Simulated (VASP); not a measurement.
Given:

```xyz
4
Lattice="4.7418 0.0000 0.0000 0.0000 4.7418 0.0000 0.0000 0.0000 4.7418" Properties=species:S:1:pos:R:3 pbc="T T T"
Sn     0.0000     2.3709     2.3709
Sn     2.3709     0.0000     2.3709
Sn     2.3709     2.3709     0.0000
Sb     0.0000     0.0000     0.0000
```

Computed with PBEsol GGA, VASP's PBE PAW potentials (set 64) (plane waves; VASP). Settings: 400 eV cut-off, 7×7×7 Γ-centred mesh, tetrahedra with Blöchl corrections, potentials Sn_d Sb.

The cores are frozen, which limits the accuracy of field gradients.

Question: Give the principal components of the electric field gradient (V/Å²) and the asymmetry η at each nucleus.

Answer: 
```tsv
atom	Vxx	Vyy	Vzz	η
Sn1	22.6	22.6	-45.2	0.00
Sn2	22.6	22.6	-45.2	0.00
Sn3	22.6	22.6	-45.2	0.00
Sb4	0.0	0.0	0.0	-
```

The structure comes from a computed database's Sn3Sb entry (Pm-3m); how it stands against other phases isn't given here. It was relaxed first.
